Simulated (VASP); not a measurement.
Here is the system:

```
CELL_PARAMETERS angstrom
      0.00000     2.67500     2.67500
      2.67500     0.00000     2.67500
      2.67500     2.67500     0.00000
ATOMIC_POSITIONS crystal
  K  0.00000 0.00000 0.00000
  F  0.50000 0.50000 0.50000
```

Level of theory: PBE GGA, VASP's PBE PAW potentials (set 64) (plane waves; VASP). Run with PREC = Normal, 500 eV cut-off, 4×4×4 Γ-centred mesh, Gaussian smearing of 0.010 eV, potentials K_sv_GW F_GW_new.

Question: Give the stress tensor in GPa (positive for a compressed cell).

Answer: 
```
-1.50   0.00   0.00
 0.00  -1.50   0.00
 0.00   0.00  -1.50
```
The pressure is its mean diagonal, -1.50 GPa.

The compound is KF in the rock salt structure. The cell was not relaxed at this level. The k-mesh is coarse (spacing up to 0.51 per Å, 2π included), so the numbers may not be converged in it.
